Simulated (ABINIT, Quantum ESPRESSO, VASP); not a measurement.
## Code comparison for CsBr (Pm-3m, 2 atoms in the cell)

Self-consistent single point.

```yaml
crystal:
  lattice:
    - [4.29000, 0.00000, 0.00000]
    - [0.00000, 4.29000, 0.00000]
    - [0.00000, 0.00000, 4.29000]
  atoms:
    - { symbol: Cs, position: [0.00000, 0.00000, 0.00000] }
    - { symbol: Br, position: [0.50000, 0.50000, 0.50000] }
```

All programs got the same cell, k-point mesh and kind of occupations (in ABINIT's words: tsmear = 0.00036749 Ha; ngkpt = 8 8 8; nshiftk = 1; shiftk = 0 0 0); potentials, basis and cutoffs are each program's usual ones.

```csv
code,model,pressure (GPa),gap on the mesh (eV),cutoff
ABINIT,"PBE, PAW (JTH v2.0 PBE PAW)",0.91,4.505,21 Ha
Quantum ESPRESSO,"PBE, SSSP 1.1.2 efficiency (PBE) pseudopotentials",0.95,4.519,40 Ry
VASP,"PBE, VASP's PBE PAW potentials (set 64)",1.02,4.506,300 eV
```

Gaps are read on the mesh.

The spread over the programs that give each value: pressure within 0.11 GPa; gap on the mesh within 0.014 eV.

The starting cell has typed, rounded lattice constants, without a prior relaxation at this level.

**Question.** Why do the programs differ, and what cannot be compared?

**Answer.** Differences of this kind can come from the potentials, where these differ, and from what each basis and cutoff leave unconverged. The zero of total energies and Fermi levels follows the potentials and each program's conventions, so they are not compared here.

VASP's run is marked for a possible Pulay error in its stress at this cutoff; no cutoff test was made.

Left out of this page: Ansatz, GPAW, CP2K, FLEUR and SIESTA (not drawn, or without a comparable value); Elk (failed or unconverged).
